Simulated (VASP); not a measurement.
Calculation: PBEsol GGA, VASP's PBE PAW potentials (set 64) (plane waves; VASP).

VASP ran on this input.

POSCAR:
```
NbSi2
1
    4.7264850000     0.0000000000     0.0000000000
   -2.3632430000     4.0932560000     0.0000000000
    0.0000000000     0.0000000000     6.7979560000
Nb Si
3 6
Direct
  0.5000000000   0.0000000000   0.0000000000
  0.5000000000   0.5000000000   0.3333330000
  0.0000000000   0.5000000000   0.6666670000
  0.1655900000   0.3311800000   0.0000000000
  0.8344100000   0.1655900000   0.3333330000
  0.6688200000   0.8344100000   0.6666670000
  0.8344100000   0.6688200000   0.0000000000
  0.1655900000   0.8344100000   0.3333330000
  0.3311800000   0.1655900000   0.6666670000
```

KPOINTS:
```
Automatic mesh
0
gamma
 8 8 5
```

INCAR:
```
! general
SYSTEM   =  NbSi2
PREC     =  Accurate
ENCUT    =  400
LREAL    =  .False.
LASPH    =  .True.

! electronic loop
EDIFF    =  1E-6
NELM     =  100
ALGO     =  Normal
LMAXMIX  =  4

! smearing
ISMEAR   =  1
SIGMA    =  0.1

! functional
GGA      =  PS

! ions
IBRION   =  2
NSW      =  60
ISIF     =  3
EDIFFG   =  -0.01

! output
LWAVE    =  .False.
LCHARG   =  .False.
```

POTCAR, in this order: Nb_sv Si (PBE.64 set). Program: vasp_std.

### Question
Estimate the energy per atom (σ→0), volume per atom, band gap (on the k-mesh).

### Answer

| Item | Value |
|---|---|
| energy per atom (σ→0) | -8.145 eV/atom |
| band gap (on the k-mesh) | none (metal, semimetal or under 0.01 eV) |
| volume per atom | 14.36 Å^3/atom |

### OSZICAR
```
...
   9 F= -.73300566E+02 E0= -.73301168E+02  d E =0.129553E-05
       N       E                     dE             d eps       ncg     rms          rms(c)
DAV:   1    -0.733006650819E+02   -0.98734E-04   -0.29848E-03  2711   0.490E-01    0.725E-02
DAV:   2    -0.733005986620E+02    0.66420E-04   -0.39092E-04  3435   0.147E-01    0.268E-02
DAV:   3    -0.733005849343E+02    0.13728E-04   -0.34386E-05  3696   0.393E-02    0.109E-02
DAV:   4    -0.733005849210E+02    0.13340E-07   -0.16423E-05  3872   0.141E-02    0.483E-03
DAV:   5    -0.733005858093E+02   -0.88829E-06   -0.14987E-06  1610   0.801E-03
  10 F= -.73300586E+02 E0= -.73301189E+02  d E =-.182866E-04
```

The structure was generated: NbSi2 was put into the CrSi2 type (P6_222), a phase also known from measurement. This run relaxes it. Symmetry was kept, so distortions that lower it aren't found. The electron count is odd and the run is not spin-polarised, which forces a metal.
